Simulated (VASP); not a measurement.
Method: PBEsol GGA with spin-orbit coupling, VASP's PBE PAW potentials (set 64) (plane waves; VASP).

A VASP calculation is set up with these files.

File POSCAR:
```
V
1
   -2.2839820381     2.2839820381     1.2761257586
    2.2839820381    -2.2839820381     1.2761257586
    2.2839820381     2.2839820381    -1.2761257586
V
2
Direct
  0.7500000000   0.2500000000   0.5000000000
  0.0000000000   0.0000000000   0.0000000000
```

File KPOINTS:
```
Automatic mesh
0
Gamma
15 15 15
0 0 0
```

**KPOINTS_OPT**
```
k-points along high-symmetry lines
6
Line-mode
Reciprocal
  0.000000   0.000000   0.000000 ! GAMMA
  0.000000   0.000000   0.500000 ! X

  0.000000   0.000000   0.500000 ! X
 -0.500000   0.500000   0.500000 ! M

 -0.500000   0.500000   0.500000 ! M
  0.000000   0.000000   0.000000 ! GAMMA

  0.000000   0.000000   0.000000 ! GAMMA
  0.324423   0.324423  -0.324423 ! Z

 -0.324423   0.675577   0.324423 ! Z_0
 -0.500000   0.500000   0.500000 ! M

  0.000000   0.000000   0.500000 ! X
  0.250000   0.250000   0.250000 ! P

  0.250000   0.250000   0.250000 ! P
  0.000000   0.500000   0.000000 ! N

  0.000000   0.500000   0.000000 ! N
  0.000000   0.000000   0.000000 ! GAMMA
```

INCAR:
```
SYSTEM=V
PREC=Accurate; ENCUT=400; LREAL=.False.
LASPH=.True.
EDIFF=1E-6; NELM=100; ALGO=Normal
LMAXMIX=4
ISMEAR=0; SIGMA=0.05
GGA=PS; GGA_COMPAT=.False.
MAGMOM=6*0; LSORBIT=.True.
LWAVE=.False.; LCHARG=.False.
```

POTCAR, in this order: V_sv (PBE.64 set). Program: vasp_ncl.

Output of the run:

### OSZICAR
```
       N       E                     dE             d eps       ncg     rms          rms(c)
DAV:   1     0.329285714011E+03    0.32929E+03   -0.13310E+04 19664   0.151E+03
DAV:   2    -0.543820969045E+01   -0.33472E+03   -0.32797E+03 19606   0.549E+02
DAV:   3    -0.202412631555E+02   -0.14803E+02   -0.14320E+02 25550   0.128E+02
DAV:   4    -0.205432648688E+02   -0.30200E+00   -0.29964E+00 22892   0.177E+01
DAV:   5    -0.205489766275E+02   -0.57118E-02   -0.57033E-02 23828   0.240E+00    0.279E+01
DAV:   6    -0.183673247142E+02    0.21817E+01   -0.97629E+00 20494   0.354E+01    0.481E+00
DAV:   7    -0.183284291419E+02    0.38896E-01   -0.21267E-01 24322   0.430E+00    0.189E+00
DAV:   8    -0.183163621727E+02    0.12067E-01   -0.26010E-02 21878   0.235E+00    0.324E-01
DAV:   9    -0.183160216637E+02    0.34051E-03   -0.28121E-03 23804   0.626E-01    0.886E-02
DAV:  10    -0.183160241473E+02   -0.24836E-05   -0.55521E-05 24060   0.846E-02    0.360E-02
DAV:  11    -0.183160187395E+02    0.54078E-05   -0.29238E-05 22828   0.495E-02    0.293E-03
DAV:  12    -0.183160189020E+02   -0.16243E-06   -0.69069E-07 13974   0.124E-02
   1 F= -.18316019E+02 E0= -.18315062E+02  d E =-.191315E-02  mag=    -0.0000     0.0000    -0.0000
       N       E                     dE             ncg
```

**OUTCAR**
```
------------------------ aborting loop because EDIFF is reached ----------------------------------------
  FORCE on cell =-STRESS in cart. coord.  units (eV):
  Direction    XX          YY          ZZ          XY          YZ          ZX
  --------------------------------------------------------------------------------------
  Total        0.0016967      0.0016967      0.0028720      0.0000000     -0.0000000      0.0000000
  in kB        0.1020915      0.1020915      0.1728053      0.0000000     -0.0000000      0.0000000
  external PRESSURE =       0.1256628 kB  Pullay stress =       0.0000000 kB
  volume of cell :       26.63
      direct lattice vectors                 reciprocal lattice vectors
    -2.283982038  2.283982038  1.276125759     0.000000000  0.218915907  0.391810914
     2.283982038 -2.283982038  1.276125759     0.218915907  0.000000000  0.391810914
     2.283982038  2.283982038 -1.276125759     0.218915907  0.218915907  0.000000000
 POSITION                                       TOTAL-FORCE (eV/Angst)
 -----------------------------------------------------------------------------------
     -0.00000      2.28398      0.63806         0.000000     -0.000000     -0.000000
      0.00000      0.00000      0.00000        -0.000000      0.000000      0.000000
 -----------------------------------------------------------------------------------
    total drift:                                0.000000      0.000000      0.000000
  FREE ENERGIE OF THE ION-ELECTRON SYSTEM (eV)
  ---------------------------------------------------
  free  energy   TOTEN  =       -18.3160189020 eV

  energy  without entropy=      -18.3141057505  energy(sigma->0) =      -18.31506233

 Ion:    1  E_soc:     -0.0174163

 Ion:    2  E_soc:     -0.0174163
```
(Selected blocks of OUTCAR.)

OUTCAR:
```
 val. band max:       10.0577319314   @ k =   0.2667   0.2667   0.1333

 cond. band min:      10.0741315224   @ k =   0.4000   0.4000   0.0000


 Fermi energy:        10.0584013298

 k-point     1 :       0.0000    0.0000    0.0000
  band No.  band energies     occupation
      1     -53.7166      1.00000
      2     -53.7166      1.00000
      3     -53.2347      1.00000
      4     -53.2347      1.00000
      5     -28.4018      1.00000
      6     -28.4018      1.00000
      7     -27.7736      1.00000
      8     -27.7736      1.00000
      9     -27.5226      1.00000
     10     -27.5226      1.00000
     11     -26.9422      1.00000
     12     -26.9422      1.00000
     13     -26.7140      1.00000
     14     -26.7140      1.00000
     15     -26.6436      1.00000
     16     -26.6436      1.00000
     17       3.2128      1.00000
     18       3.2128      1.00000
     19       6.0561      1.00000
     20       6.0561      1.00000
     21       8.0603      1.00000
     22       8.0603      1.00000
     23       8.6220      1.00000
     24       8.6220      1.00000
     25       9.3272      1.00000
     26       9.3272      1.00000
     27      11.9329      0.00000
     28      11.9329      0.00000
     29      11.9600      0.00000
     30      11.9600      0.00000
     31      11.9843      0.00000
     32      11.9843      0.00000
     33      12.0114      0.00000
     34      12.0114      0.00000

 k-point     2 :       0.0667    0.0000   -0.0000
  band No.  band energies     occupation
      1     -53.7072      1.00000
      2     -53.7072      1.00000
      3     -53.2348      1.00000
      4     -53.2348      1.00000
      5     -28.3940      1.00000
      6     -28.3940      1.00000
      7     -27.7697      1.00000
      8     -27.7697      1.00000
      9     -27.5337      1.00000
     10     -27.5337      1.00000
     11     -26.9696      1.00000
     12     -26.9696      1.00000
     13     -26.7373      1.00000
     14     -26.7373      1.00000
...
```

The structure was generated: V was put into the beta-Sn type (I4_1/amd), which need not be its known phase. It was relaxed first, which changed the volume by -8 %.
